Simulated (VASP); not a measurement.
ZnS (relaxed from the wurtzite structure, space group P6_3mc) relaxed at rising pressure, in one space group throughout; other phases were not tried. The pressures are those reached. These are PBEsol GGA, VASP's PBE PAW potentials (set 64) (plane waves; VASP) values and carry that method's errors.

| P (GPa) | V (Å³/atom) | k-mesh |
|---|---|---|
| -0.05 | 19.282 | 7×7×4 |
| 4.95 | 18.223 | 7×7×4 |
| 10.05 | 17.394 | 7×7×4 |
| 20.04 | 16.193 | 7×7×4 |
| 30.03 | 15.294 | 7×7×4 |

A change of mesh leaves a small step in the series.

Q: Fit an equation of state and predict the volume at 45.07 GPa.

A: Least squares on the third-order Birch-Murnaghan form, P = (3B0/2)(y⁷ − y⁵)[1 + (3/4)(B′ − 4)(y² − 1)] with y = (V0/V)^(1/3), gives V0 = 19.265 Å³/atom, B0 = 79 GPa and B′ = 4.3, and so 14.289 Å³/atom. The run gave 14.286 Å³/atom, -0.0 % from the fit.

Pressures at which the relaxation failed are left out.

The structure was generated: ZnS was put into the wurtzite type (P6_3mc), which need not be its known phase.
